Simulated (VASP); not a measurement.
OSZICAR of a VASP run on HfMo2 (space group Fd-3m):

**OSZICAR**
```
       N       E                     dE             d eps       ncg     rms          rms(c)
DAV:   1     0.544708009545E+03    0.54471E+03   -0.35445E+04   106   0.113E+03
DAV:   2    -0.497411638699E+02   -0.59445E+03   -0.58421E+03   111   0.403E+02
DAV:   3    -0.697476667131E+02   -0.20007E+02   -0.18998E+02   116   0.615E+01
DAV:   4    -0.702905642303E+02   -0.54290E+00   -0.52722E+00   108   0.787E+00
DAV:   5    -0.703147123149E+02   -0.24148E-01   -0.22256E-01   124   0.118E+00    0.101E+02
DAV:   6    -0.662632008007E+02    0.40515E+01   -0.50385E+01   108   0.225E+01    0.188E+01
DAV:   7    -0.669781974828E+02   -0.71500E+00   -0.38619E+01    98   0.147E+01    0.531E+01
DAV:   8    -0.645302582630E+02    0.24479E+01   -0.52355E+00   103   0.919E+00    0.271E+01
DAV:   9    -0.646860731002E+02   -0.15581E+00   -0.15813E-01   100   0.145E+00    0.283E+01
DAV:  10    -0.659331634681E+02   -0.12471E+01   -0.25176E+01   103   0.727E+00    0.481E+01
DAV:  11    -0.645674515585E+02    0.13657E+01   -0.23368E+00   103   0.410E+00    0.233E+01
DAV:  12    -0.645062873336E+02    0.61164E-01   -0.76395E-02   108   0.748E-01    0.219E+01
DAV:  13    -0.644505421068E+02    0.55745E-01   -0.22808E-02   103   0.331E-01    0.203E+01
DAV:  14    -0.643375036476E+02    0.11304E+00   -0.10407E-01   103   0.969E-01    0.196E+00
DAV:  15    -0.643612114134E+02   -0.23708E-01   -0.12751E-02   111   0.418E-01    0.947E+00
DAV:  16    -0.643436994586E+02    0.17512E-01   -0.27675E-01   103   0.561E-01    0.405E+00
DAV:  17    -0.643436342514E+02    0.65207E-04   -0.10961E-03    90   0.165E-01    0.340E+00
DAV:  18    -0.643423665514E+02    0.12677E-02   -0.25902E-04    95   0.841E-02    0.229E+00
DAV:  19    -0.643423348616E+02    0.31690E-04   -0.43345E-02   103   0.205E-01    0.268E+00
DAV:  20    -0.643411390689E+02    0.11958E-02   -0.10852E-03   103   0.123E-01    0.154E-01
DAV:  21    -0.643411360581E+02    0.30107E-05   -0.45790E-05   108   0.295E-02    0.475E-01
DAV:  22    -0.643410833132E+02    0.52745E-04   -0.30218E-05   103   0.231E-02    0.136E-01
DAV:  23    -0.643410697715E+02    0.13542E-04   -0.39088E-05   103   0.240E-02    0.214E-01
DAV:  24    -0.643410497638E+02    0.20008E-04   -0.63266E-06   103   0.147E-02    0.128E-01
DAV:  25    -0.643410501347E+02   -0.37087E-06   -0.10838E-05    95   0.170E-02    0.216E-01
DAV:  26    -0.643410407889E+02    0.93458E-05   -0.44109E-06    77   0.989E-03    0.259E-02
DAV:  27    -0.643410413816E+02   -0.59274E-06   -0.16394E-07    45   0.244E-03
   1 F= -.64341041E+02 E0= -.64263949E+02  d E =-.154185E+00
```

Question: Which electronic solver shows in the log?

Answer: It is blocked Davidson (ALGO = Normal, or the opening steps of other solvers). The INCAR had ALGO = Normal.

Question: Can the final energy be trusted as converged?

Answer: Self-consistency was reached. It stopped with EDIFF = 1E-6, NELM = 100 (PBEsol GGA, plane waves, VASP's PBE PAW potentials (set 64)).

The structure comes from a measured HfMo2 entry of the Crystallography Open Database, whose conditions weren't checked. The cell was not relaxed at this level. The k-mesh is coarse (spacing up to 1.44 per Å, 2π included), so the numbers may not be converged in it. The run is one of a series of settings (KPOINTS 1×1×1 Γ-centred mesh against the base run), some of them coarse on purpose.
